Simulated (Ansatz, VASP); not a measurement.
**TiO2: VASP beside Ansatz**

Wanted: the spread between two codes on one cell, functional and k mesh. Of the first pair: The structure shown is the start of the Ansatz relaxation below; VASP solves that cell, so the two are compared at the walk's first step.

Method: plane waves, with VASP 6.6.1 beside it; single point at PBE, in Ansatz 0.2.0.

## (1) Set-up

The cell holds 3 atoms: 1 Ti and 2 O. Cell: a = 2.776 Å, b = 2.776 Å, c = 28.343 Å, α = 90.0°, β = 90.0°, γ = 120.0°. Vacuum lies along c. The height across the vacuum is the one that the program set for its solve, not the one typed.

## (2) Ansatz: relaxation, PBE

Ansatz runs on its default PAW (the set named soft_2) files.

The two programs are compared at the cell with which this relaxation starts, whose forces are those of its first step.

Contents of input.yaml:

```yaml
crystal:
  lattice:
    - [2.77577665, 0.0, 0.0]
    - [-1.38788833, 2.40389309, 0.0]
    - [0.0, 0.0, 18.80316428]
  atoms:
    - { symbol: Ti, position: [0.0, 0.0, 0.50007482] }
    - { symbol: O, position: [0.66666667, 0.33333333, 0.5603973] }
    - { symbol: O, position: [0.33333333, 0.66666667, 0.4396027] }
  periodic: [true, true, false]
kpoints:
  mp_grid: { grid: [11, 11, 1] }
scf:
  occupations: { method: fermi_dirac, width: 0.05 }
hamiltonian:
  xc: pbe
  pseudopotentials: { kind: paw }
output:
  forces: true
  stress: true
relax:
  f_tol: 0.02
  max_steps: 50
  cell: {}
```

Launch:

```
$ ansatz run input.yaml --threads 4 --pin off --max-ram 8192MiB --backend cpu --events-out ev --progress --plain --runs-dir out
```

Numbers of over 12 decimals in the logs are rounded to 6 here.

The program printed:

```text
Warning: crystal.periodic: the lattice vector that does not repeat stood 0.000° off the slab's normal, 18.803 Å along it as the deck builds it. The run solves the slab on a vector along the normal, 28.343 Å long, with every atom where it was (on the deck's vector they left 16.53 Å outside them, and the widest stretch free of ions among them is 1.14 Å). A fractional position that the run reports is one of the run's ce [...]
crystal.periodic: the lattice vector that does not repeat stood 0.000° off the slab's normal, 18.803 Å along it as the deck builds it. The run solves the slab on a vector along the normal, 28.343 Å long, with every atom where it was (on the deck's vector they left 16.53 Å outside them, and the widest stretch free of ions among them is 1.14 Å). A fractional position that the run reports is one of the run's cell, which [...]
Engine: ansatz 0.2.0, x86_64-unknown-linux-gnu
Pseudopotentials: kind: paw
Pseudopotential: Ti, paw, valence charge 12, recommended cutoff 420 eV (normal), Ti.paw.azcp
Pseudopotential: O, paw, valence charge 6, recommended cutoff 420 eV (normal), O.paw.azcp
Functional definition: PBE
  parameter kappa = 0.804
  parameter beta = 0.066725
  exchange = pbe_x(kappa = kappa, mu = beta*pi^2/3)
  correlation = pbe_c(beta = beta)
Crystal: 3 atoms, lattice volume = 189.121 Å³
Basis set: ecut = 420 eV, 3707 PW (Γ), exchange–correlation on 40×40×384 points (8 copies of the dense FFT grid, shifted against one another)
Bands: 16, of which v1, the nominal top of the filled ones, is band 12 counted from 1 (11 counted from 0)
Symmetry: 6 space group operations
Space group: P3m1 (ITA 156), of the structure as read, at distance tolerance 5.7e-5 Å
k-points: 16 of 121 (time reversal used)
Non-local potential: Ti, projectors of the file, l = 0: 3, l = 1: 2, l = 2: 3, l = 3: 1
Non-local potential: O, projectors of the file, l = 0: 2, l = 1: 2, l = 2: 1
PAW form: soft (Blöchl's): semilocal exchange-correlation on the pseudo side does not see the compensation charge
PAW one-centre angular grid: Ti, 590 points (default); XC on 64 Gauss nodes
PAW one-centre angular grid: O, 110 points (default); XC on 64 Gauss nodes
Initial density: superposition of atomic densities (neutral atoms: chi_scale 0, normalization atom), corrected by the library's trained network
Initial wavefunctions: pseudopotential atomic-orbital guess
Functional: x = pbe(κ = 0.804, μ = 0.219515), c = pbe(β = 0.066725)
SCF iter   1: F=—  HF=-3637.595768 eV  |F-HF|=—  |Δ(HF+E_count)|=         —  Δρ=3.86e-3  dr2=3.11e-2  ethr=1.77e-3  ⟨swp⟩=11.9  Hψ=2242  notcnv=0
preconditioner: auto → none  [insulator: Δε(μ)=2.024 eV  Ē_g=10.180 eV  σ=0.050 eV  W_gap=1.00  n_scr=16 (ndim 8)  ℏωp=10.8 eV  f_vac=0.815  D(μ)=0.00/eV (n_scr^D=0)  ε∞_Penn≈2.1]
SCF iter   2: F=—  HF=-3637.610028 eV  |F-HF|=—  |Δ(HF+E_count)|=   1.43e-2  Δρ=6.87e-3  dr2=1.14e-1  ethr=1.30e-4  ⟨swp⟩=4.0  Hψ=810  notcnv=0
[...]
basis re-selected at this cell: Δ(F+E_penalty+E_count) = -5.274e-2 eV, ΔP = +1.288 N/m vs the last step (what re-selecting the basis moved, of the pressure what is left beyond the Pulay correction that the steps carried, after the strain that the cell walked since its last selection, with what the two solves' SCF thresholds leave and, on support functions, any second-order correction that the steps lacked; it is no m [...]
Crystal: 3 atoms, lattice volume = 218.944 Å³
Basis set: ecut = 420 eV, 4175 PW (Γ), exchange–correlation on 40×40×384 points (8 copies of the dense FFT grid, shifted against one another)
iter 1 solved again at ethr=5.37e-6 eV; its pass at ethr=3.10e-3 eV (dr2=1.29e-3 eV) is discarded
SCF iter   1: F=—  HF=-3638.316904 eV  |F-HF|=—  |Δ(HF+E_count)|=         —  Δρ=7.76e-4  dr2=1.47e-3  ethr=5.37e-6  ⟨swp⟩=3.0  Hψ=2484  notcnv=0
preconditioner: auto → none  [insulator: Δε(μ)=2.704 eV  Ē_g=9.933 eV  σ=0.050 eV  W_gap=1.00  n_scr=16 (ndim 8)  ℏωp=10.0 eV  f_vac=0.823  D(μ)=0.00/eV (n_scr^D=0)  ε∞_Penn≈2.0]
SCF iter   2: F=—  HF=-3638.317267 eV  |F-HF|=—  |Δ(HF+E_count)|=   3.63e-4  Δρ=1.25e-3  dr2=3.59e-3  ethr=5.37e-6  ⟨swp⟩=2.7  Hψ=526  notcnv=0  recentre
SCF iter   3: F=—  HF=-3638.316661 eV  |F-HF|=—  |Δ(HF+E_count)|=   6.07e-4  Δρ=2.22e-4  dr2=1.04e-4  ethr=5.37e-6  ⟨swp⟩=3.2  Hψ=528  notcnv=0
SCF iter   4: F=—  HF=-3638.316700 eV  |F-HF|=—  |Δ(HF+E_count)|=   3.90e-5  Δρ=6.96e-5  dr2=5.28e-6  ethr=4.34e-7  ⟨swp⟩=2.9  Hψ=533  notcnv=0
SCF iter   5: F=—  HF=-3638.316700 eV  |F-HF|=—  |Δ(HF+E_count)|=   5.81e-7  Δρ=6.51e-5  dr2=1.79e-5  ethr=2.20e-8  ⟨swp⟩=3.5  Hψ=566  notcnv=0
SCF iter   6: F=—  HF=-3638.316702 eV  |F-HF|=—  |Δ(HF+E_count)|=   2.00e-6  Δρ=8.43e-5  dr2=3.27e-5  ethr=2.20e-8  ⟨swp⟩=3.3  Hψ=528  notcnv=0
SCF iter   7: F=—  HF=-3638.316698 eV  |F-HF|=—  |Δ(HF+E_count)|=   3.70e-6  Δρ=3.83e-5  dr2=6.50e-6  ethr=2.20e-8  ⟨swp⟩=3.0  Hψ=385  notcnv=0
SCF iter   8: F=—  HF=-3638.316698 eV  |F-HF|=—  |Δ(HF+E_count)|=   8.64e-7  Δρ=8.32e-6  dr2=3.32e-7  ethr=2.20e-8  ⟨swp⟩=2.6  Hψ=375  notcnv=0
SCF iter   9: F=-3638.316698 eV  HF=-3638.316698 eV  |F-HF|=2.72e-9  |Δ(HF+E_count)|=   3.76e-8  Δρ=1.08e-6  dr2=2.93e-9  ethr=1.25e-9  ⟨swp⟩=6.8  Hψ=1121  notcnv=0
SCF 7 converged in 9 iterations: F = -3638.316698 eV  dr2 = 2.93e-9
relax step   7: F+E_penalty+E_count = -3638.31669753 eV  Δ(F+E_penalty+E_count) = -2.061e-3 eV  max|allowed force component| = 1.357e-3 eV/Å  Δτ_max = 0.0066 Å  P = +0.176 N/m  Ω = 218.944 Å³  energy of the carried Pulay correction = -1.653e-3 eV  fix = [c, alpha, beta]  reactions: c +0.000 N/m  (9 SCF iters, dr2 threshold 3.00e-7 eV, accepted)
[...]
relax step   8: F+E_penalty+E_count = -3638.31648631 eV  Δ(F+E_penalty+E_count) = +2.112e-4 eV  max|allowed force component| = 2.456e-3 eV/Å  Δτ_max = 0.0009 Å  P = -0.008 N/m  Ω = 219.320 Å³  energy of the carried Pulay correction = -1.936e-3 eV  fix = [c, alpha, beta]  reactions: c -0.000 N/m  (7 SCF iters, dr2 threshold 5.16e-8 eV, accepted)
[...]
relax step   9: F+E_penalty+E_count = -3638.31845657 eV  Δ(F+E_penalty+E_count) = -1.970e-3 eV  max|allowed force component| = 2.400e-3 eV/Å  Δτ_max = 0.0000 Å  P = +0.009 N/m  Ω = 219.320 Å³  fix = [c, alpha, beta]  reactions: c +0.000 N/m  stress off target by 8.87e-3 N/m on what of the cell is left free  SCF on the basis re-selected at this cell (its energy is not comparable with the rows above)  (9 SCF iters)
basis re-selected at this cell: Δ(F+E_penalty+E_count) = -1.970e-3 eV, ΔP = +0.017 N/m vs the last step (what re-selecting the basis moved, of the pressure what is left beyond the Pulay correction that the steps carried, after the strain that the cell walked since its last selection, with what the two solves' SCF thresholds leave and, on support functions, any second-order correction that the steps lacked; it is no m [...]
SCF converged after 9 iterations
Free energy (F): -3638.318457 eV
Harris-Foulkes:  -3638.318457 eV  (|F-HF|=4.70e-10)
Internal energy: -3638.318457 eV  (E = F + TS)
E sigma→0 (E₀):  -3638.318457 eV
Fermi energy:    -6.896090 eV
--- Per-component energies (eV) ---
  E_band       = -598.002496
  E_kinetic    = 622.115275
  E_local      = -42846.503819  (includes V_loc(G=0)·N_el)
  E_nonlocal   = 98.330074
  E_hartree    = 21038.626522
  E_xc         = -246.083543
  E_vxc        = -311.592557  (∫ρ·V_xc dr)
  E_paw        = -1360.704296  (= ΣΔE_a)
  E_vpaw       = -237.609677  (= ΣTr[D̂ρ^β])
  E_aug_tail   = 0.005132  (compensation charges beyond the density's cutoff)
  E_ewald      = 19055.896199
  E_smearing   = -0.000000  (= −TS)
  E_closure    = -0.000000  (closes the sum)
  Σ components = -3638.318457   (vs F -3638.318457, Δ=0.00e0)
--- Forces (eV/Å), atoms counted from 1 ---
  atom   1  Ti    -0.00000000     0.00000000    -0.00006740
  atom   2  O      0.00000000     0.00000000    -0.00233264
  atom   3  O     -0.00000000     0.00000000     0.00240051
  max |Σ_I F_I| component: 4.73e-7 eV/Å
--- 2D stress c σ (N/m, compression-positive) ---
        0.008874       0.000000      -0.000000
        0.000000       0.008874       0.000000
       -0.000000       0.000000       0.000000
  P = ½ c Tr σ = 0.0089 N/m
--- Relaxed structure (7 steps of the walk, 7 accepted, 2 SCFs on fresh bases) ---
  F+E_penalty+E_count = -3638.31845657 eV   max|allowed force component| = 2.400e-3 eV/Å   (the final SCF, on the basis selected at the relaxed cell)
  cell:  # Å, volume = 219.3200 Å³
    - [2.989191, 3.108697695340721e-9, 0]
    - [-1.494595, 2.588715, 0]
    - [0, 0, 28.342641]
  atoms:
    - { symbol: Ti, position: [0, 0, 0.331728] }
    - { symbol: O, position: [0.666667, 0.333333, 0.365777] }
    - { symbol: O, position: [0.333333, 0.666667, 0.297679] }
```

In the SCF lines HF is the Harris–Foulkes energy and dr2 the Hartree energy of the density residual, in eV; the loop may stop once dr2 is under the threshold and the program's other checks hold. Hψ counts applications of the Hamiltonian.

## (3) VASP: single point, PBE, start cell, pair 1

The same cell, functional, mesh and smearing now go to VASP, with its own data sets.

Lines of VASP's logs that name or quote its potential files are left out, and so is its time.

Contents of INCAR:

```
SYSTEM = TiO2
PREC = Accurate
ENCUT = 520
EDIFF = 1E-06
NELM = 120
ISMEAR = -1
SIGMA = 0.05
LREAL = .FALSE.
ALGO = Normal
GGA = PE
NBANDS = 18
LASPH = .TRUE.
LORBIT = 11
LWAVE = .FALSE.
LCHARG = .FALSE.
ISIF = 2
LDIPOL = .TRUE.
IDIPOL = 3
DIPOL = 0.5 0.5 0.332
LVHAR = .TRUE.
GGA_COMPAT = .FALSE.
EFERMI = MIDGAP
NELMDL = -8
```

Contents of POSCAR:

```
TiO2
1.0
    2.7757770000      0.0000000000      0.0000000000
   -1.3878880000      2.4038930000      0.0000000000
    0.0000000000      0.0000000000     28.3426410000
Ti O
1 2
Direct
    0.0000000000      0.0000000000      0.3317612145
    0.6666666667      0.3333333333      0.3717805267
    0.3333333333      0.6666666667      0.2916426172
```

Contents of KPOINTS:

```
Automatic mesh
0
Gamma
11 11 1
0 0 0
```

The projector-augmented-wave data sets are Ti_sv and O (PBE family, release 64).

Launch:

```
$ mpirun -np 1 vasp_std
```

The program printed:

```text
[banner, memory and clock lines left out]
running    1 mpi-ranks, on    1 nodes
 distrk:  each k-point on    1 cores,    1 groups
 distr:  one band on    1 cores,    1 groups

 POSCAR found type information on POSCAR TiO
 POSCAR found :  2 types and       3 ions
 LDA part: xc-table for (Slater+PW92), standard interpolation
 POSCAR, INCAR and KPOINTS ok, starting setup
 FFT: planning ... GRIDC
 FFT: planning ... GRID_SOFT
 FFT: planning ... GRID
 WAVECAR not read
 entering main loop
       N       E                     dE             d eps       ncg     rms          rms(c)
DAV:   1     0.239044477151E+03    0.23904E+03   -0.12236E+04   712   0.110E+03
DAV:   2     0.194609308247E+01   -0.23710E+03   -0.22873E+03   794   0.308E+02
DAV:   3    -0.316871864275E+02   -0.33633E+02   -0.33499E+02   882   0.122E+02
DAV:   4    -0.329299005142E+02   -0.12427E+01   -0.12413E+01   802   0.219E+01
DAV:   5    -0.329882955067E+02   -0.58395E-01   -0.58381E-01   872   0.387E+00
DAV:   6    -0.329895738544E+02   -0.12783E-02   -0.12783E-02   822   0.512E-01
DAV:   7    -0.329896007071E+02   -0.26853E-04   -0.26853E-04   888   0.746E-02
DAV:   8    -0.329896009472E+02   -0.24016E-06   -0.24006E-06   800   0.745E-03    0.224E+01
DAV:   9    -0.271969940623E+02    0.57926E+01   -0.52135E+01   768   0.810E+01    0.120E+01
DAV:  10    -0.262249765399E+02    0.97202E+00   -0.20434E+01   746   0.442E+01    0.877E+00
DAV:  11    -0.260146557521E+02    0.21032E+00   -0.51371E+00   634   0.282E+01    0.504E+00
DAV:  12    -0.257665874296E+02    0.24807E+00   -0.10739E+00   636   0.115E+01    0.944E-01
DAV:  13    -0.257721865654E+02   -0.55991E-02   -0.34139E-02   712   0.178E+00    0.111E+00
DAV:  14    -0.257613598927E+02    0.10827E-01   -0.37810E-02   696   0.249E+00    0.161E-01
[...]
DAV:  21    -0.257614719141E+02   -0.62511E-04   -0.29520E-06   662   0.117E-02    0.210E-03
DAV:  22    -0.257615537614E+02   -0.81847E-04   -0.53369E-06   656   0.991E-03    0.154E-03
DAV:  23    -0.257615837477E+02   -0.29986E-04   -0.12314E-06   644   0.601E-03    0.102E-03
DAV:  24    -0.257616030701E+02   -0.19322E-04   -0.98099E-07   622   0.429E-03    0.654E-04
DAV:  25    -0.257616101763E+02   -0.71062E-05   -0.17364E-07   552   0.244E-03    0.406E-04
DAV:  26    -0.257616145058E+02   -0.43294E-05   -0.11341E-07   542   0.234E-03    0.632E-04
DAV:  27    -0.257616157630E+02   -0.12572E-05   -0.25538E-08   488   0.178E-03    0.233E-04
DAV:  28    -0.257616161230E+02   -0.35993E-06   -0.65872E-09   380   0.694E-04
   1 F= -.25761616E+02 E0= -.25761616E+02  d E =-.102381E-09
```

Parts of OUTCAR (step 3):

```text
ion  position               nearest neighbor table
   1  0.000  0.000  0.332-   2 1.96   2 1.96   2 1.96   3 1.97   3 1.97   3 1.97
   2  0.667  0.333  0.372-   1 1.96   1 1.96   1 1.96
   3  0.333  0.667  0.292-   1 1.97   1 1.97   1 1.97

  LATTYP: Found a hexagonal cell.
 ALAT       =     2.7757770000
 C/A-ratio  =    10.2107053268

 Subroutine GETGRP returns: Found  6 space group operations
 (whereof  6 operations were pure point group operations)

The static configuration has the point symmetry C_3v.

 Found     16 irreducible k-points:

   k-points           NKPTS =     16   k-points in BZ     NKDIM =     16   number of bands    NBANDS=     18

   dimension x,y,z NGX =    24 NGY =   24 NGZ =  216
   dimension x,y,z NGXF=    48 NGYF=   48 NGZF=  432

   ENCUT  =  520.0 eV  38.22 Ry    6.18 a.u.   5.16  5.16 52.70*2*pi/ulx,y,z

   NELECT =      24.0000    total number of electrons

 k-points in reciprocal lattice and weights: Automatic mesh
   0.00000000  0.00000000  0.00000000       0.008
   0.09090909  0.00000000  0.00000000       0.050
   0.18181818  0.00000000  0.00000000       0.050
   0.27272727  0.00000000  0.00000000       0.050
   0.36363636 -0.00000000  0.00000000       0.050
   0.45454545  0.00000000  0.00000000       0.050
   0.09090909  0.09090909  0.00000000       0.050
   0.18181818  0.09090909  0.00000000       0.099
   0.27272727  0.09090909  0.00000000       0.099
[...]
0.27272727  0.27272727  0.00000000       0.050
   0.36363636  0.27272727  0.00000000       0.050

 dipolmoment           0.000000      0.000000     -0.000798 electrons x Angstroem

 average (electrostatic) potential at core
       1 -86.8174       2 -80.4517       3 -80.4368

 E-fermi :  -5.5792

 k-point     1 :       0.0000    0.0000    0.0000
  band No.  band energies     occupation
    ...
      8      -9.5652      2.00000
      9      -9.5652      2.00000
     10      -7.7050      2.00000
     11      -6.6362      2.00000
     12      -6.6362      2.00000
     13      -3.8187      0.00000
     14      -3.8187      0.00000
     15      -2.8430      0.00000
     16      -0.1967      0.00000
     17      -0.1967      0.00000
    ...

 k-point     2 :       0.0909    0.0000    0.0000
  band No.  band energies     occupation
    ...
      8      -9.8254      2.00000
      9      -9.4905      2.00000
     10      -7.4298      2.00000
     11      -7.1390      2.00000
     12      -6.8363      2.00000
     13      -3.7916      0.00000
     14      -3.6024      0.00000
     15      -2.8115      0.00000
     16      -0.3862      0.00000
     17      -0.1876      0.00000
    ...

 k-point     3 :       0.1818    0.0000    0.0000
  band No.  band energies     occupation
    ...
      8     -10.1035      2.00000
      9      -9.3227      2.00000
     10      -8.2744      2.00000
     11      -7.2175      2.00000
     12      -7.0680      2.00000
     13      -3.8774      0.00000
     14      -3.1541      0.00000
     15      -2.6599      0.00000
     16      -0.6266      0.00000
     17      -0.1378      0.00000
    ...

  Total        6.2169078      6.2169057     -3.9596098      0.0000013      0.0000000      0.0000000
  in kB       52.6677765     52.6677591    -33.5446260      0.0000110      0.0000000      0.0000000
  external PRESSURE =      23.9303032 kB  Pullay stress =       0.0000000 kB

  energy-cutoff  :      520.00
  volume of cell :      189.12
      direct lattice vectors                 reciprocal lattice vectors
     2.775777000  0.000000000  0.000000000     0.360259488  0.207995872  0.000000000
    -1.387888000  2.403893000  0.000000000     0.000000000  0.415991893  0.000000000
     0.000000000  0.000000000 28.342641000     0.000000000  0.000000000  0.035282527

 POSITION                                       TOTAL-FORCE (eV/Angst)
 -----------------------------------------------------------------------------------
      0.00000      0.00000      9.40299         0.000000     -0.000000     -0.045752
      1.38789      0.80130     10.53724         0.000000      0.000000     -1.698365
      0.00000      1.60260      8.26592        -0.000000      0.000000      1.744117
 -----------------------------------------------------------------------------------
    total drift:                               -0.000000     -0.000000      0.000172

  FREE ENERGIE OF THE ION-ELECTRON SYSTEM (eV)
  ---------------------------------------------------
  free  energy   TOTEN  =       -25.7616161230 eV

  energy  without entropy=      -25.7616161229  energy(sigma->0) =      -25.76161612

 vacuum level on the upper side and lower side of the slab         2.072         2.093

 total charge
# of ion       s       p       d       tot
------------------------------------------
    1        2.234   6.339   1.878  10.451
    2        1.588   3.432   0.000   5.020
    3        1.588   3.430   0.000   5.018
--------------------------------------------------
tot          5.410  13.201   1.878  20.488

[... 3 further parts left out ...]
```

(Continued in part 2 of 2.)

[Lines on the potential files, build, host, timing and source positions are cut from VASP's logs without a mark.]

[Logs are printed without paths, hosts, clocks, repeated set-up lines and the standing remarks that a program may print on its own settings, such as how far it seeks lower states.]

[Hosts, paths, dates, database ids (printed as entryN), source tags and the programs' standing remarks are cut or masked in the printed files.]
